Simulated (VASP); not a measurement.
OSZICAR of a VASP run on ZnO (wurtzite):

OSZICAR:
```
       N       E                     dE             d eps       ncg     rms          rms(c)
DAV:   1     0.270323359642E+03    0.27032E+03   -0.19496E+04  1320   0.245E+03
DAV:   2    -0.149932147701E+02   -0.28532E+03   -0.27349E+03  1422   0.454E+02
DAV:   3    -0.449188139089E+02   -0.29926E+02   -0.29730E+02  1542   0.157E+02
DAV:   4    -0.454700477498E+02   -0.55123E+00   -0.55079E+00  1434   0.226E+01
DAV:   5    -0.454740169669E+02   -0.39692E-02   -0.39690E-02  1560   0.185E+00    0.149E+01
DAV:   6    -0.367796684772E+02    0.86943E+01   -0.74961E+00  2188   0.732E+01    0.104E+01
DAV:   7    -0.346798122895E+02    0.20999E+01   -0.31262E+00  1320   0.172E+01    0.525E+00
DAV:   8    -0.379433185666E+02   -0.32635E+01   -0.91236E-01  1622   0.226E+01    0.135E+00
DAV:   9    -0.347342841246E+02    0.32090E+01   -0.89818E-01  1624   0.187E+01    0.116E+00
DAV:  10    -0.352278959702E+02   -0.49361E+00   -0.30543E-01  1320   0.571E+00    0.252E-01
DAV:  11    -0.352288408695E+02   -0.94490E-03   -0.81906E-03  1656   0.923E-01    0.373E-01
DAV:  12    -0.352426906445E+02   -0.13850E-01   -0.23688E-03  1572   0.143E+00    0.169E-01
DAV:  13    -0.352403592867E+02    0.23314E-02   -0.16142E-02  1332   0.489E+00    0.787E-01
DAV:  14    -0.352480889208E+02   -0.77296E-02   -0.48119E-03  1628   0.177E+00    0.650E-01
DAV:  15    -0.352493140020E+02   -0.12251E-02   -0.11442E-03  1596   0.481E-01    0.567E-01
DAV:  16    -0.352497447353E+02   -0.43073E-03   -0.22720E-04  1372   0.221E-01    0.563E-01
DAV:  17    -0.352495909710E+02    0.15376E-03   -0.27784E-04  1518   0.522E-01    0.438E-01
DAV:  18    -0.352493855862E+02    0.20538E-03   -0.31117E-04  1530   0.678E-01    0.258E-01
DAV:  19    -0.352493498417E+02    0.35745E-04   -0.35582E-04  1960   0.498E-01    0.109E-01
DAV:  20    -0.352493573417E+02   -0.75001E-05   -0.10442E-04  1518   0.947E-02    0.791E-02
DAV:  21    -0.352493569055E+02    0.43624E-06   -0.20056E-06  1410   0.124E-02    0.730E-02
DAV:  22    -0.352493708075E+02   -0.13902E-04   -0.85467E-06  1572   0.334E-02    0.415E-02
DAV:  23    -0.352493744758E+02   -0.36683E-05   -0.12081E-06  1410   0.131E-02    0.242E-02
DAV:  24    -0.352493746316E+02   -0.15577E-06   -0.21438E-06  1516   0.446E-02    0.643E-03
DAV:  25    -0.352493762457E+02   -0.16141E-05   -0.75067E-07  1478   0.846E-03    0.279E-03
DAV:  26    -0.352493761957E+02    0.49917E-07   -0.82727E-08   858   0.325E-03
   1 F= -.35249376E+02 E0= -.35249376E+02  d E =-.352494E+02
       N       E                     dE             d eps       ncg     rms          rms(c)
DAV:   1    -0.352495017634E+02   -0.12552E-03   -0.19680E-02  1326   0.114E+00    0.646E-02
DAV:   2    -0.352494855619E+02    0.16201E-04   -0.39196E-04  1494   0.241E-01    0.391E-02
DAV:   3    -0.352494611937E+02    0.24368E-04   -0.25553E-05  1648   0.736E-02    0.110E-02
DAV:   4    -0.352494581988E+02    0.29949E-05   -0.14633E-05  1332   0.428E-02    0.266E-03
DAV:   5    -0.352494637495E+02   -0.55507E-05   -0.48004E-06  1332   0.243E-02    0.166E-03
DAV:   6    -0.352494634454E+02    0.30413E-06   -0.38938E-07  1418   0.619E-03    0.923E-04
DAV:   7    -0.352494637046E+02   -0.25922E-06   -0.11835E-07   912   0.396E-03    0.175E-04
DAV:   8    -0.352494636724E+02    0.32162E-07   -0.26868E-08   768   0.212E-03
   2 F= -.35249464E+02 E0= -.35249464E+02  d E =-.874767E-04
       N       E                     dE             d eps       ncg     rms          rms(c)
DAV:   1    -0.352499477352E+02   -0.48403E-03   -0.17718E-01  1320   0.343E+00    0.194E-01
DAV:   2    -0.352497939825E+02    0.15375E-03   -0.35348E-03  1494   0.725E-01    0.117E-01
DAV:   3    -0.352495635881E+02    0.23039E-03   -0.22901E-04  1660   0.222E-01    0.333E-02
DAV:   4    -0.352495467363E+02    0.16852E-04   -0.12934E-04  1344   0.128E-01    0.789E-03
DAV:   5    -0.352495863061E+02   -0.39570E-04   -0.43969E-05  1332   0.731E-02    0.494E-03
DAV:   6    -0.352495865792E+02   -0.27311E-06   -0.38408E-06  1428   0.196E-02    0.271E-03
DAV:   7    -0.352495878388E+02   -0.12596E-05   -0.10866E-06  1398   0.115E-02    0.360E-04
DAV:   8    -0.352495879275E+02   -0.88719E-07   -0.25661E-07  1042   0.515E-03
   3 F= -.35249588E+02 E0= -.35249588E+02  d E =-.211732E-03
```

### Question
Which electronic solver shows in the log?

### Answer
It is blocked Davidson (ALGO = Normal, or the opening steps of other solvers). The INCAR had ALGO = Normal.

### Question
Can the final energy be trusted as converged?

### Answer
The calculation finished and met its thresholds. It stopped with EDIFF = 1E-7, NELM = 100, NSW = 30 and EDIFFG = -0.01 after 3 ionic steps (r2SCAN+rVV10, plane waves, VASP's PBE PAW potentials (set 64)).

The compound is ZnO in the wurtzite structure. This run relaxes it. Symmetry was kept, so distortions that lower it aren't found.
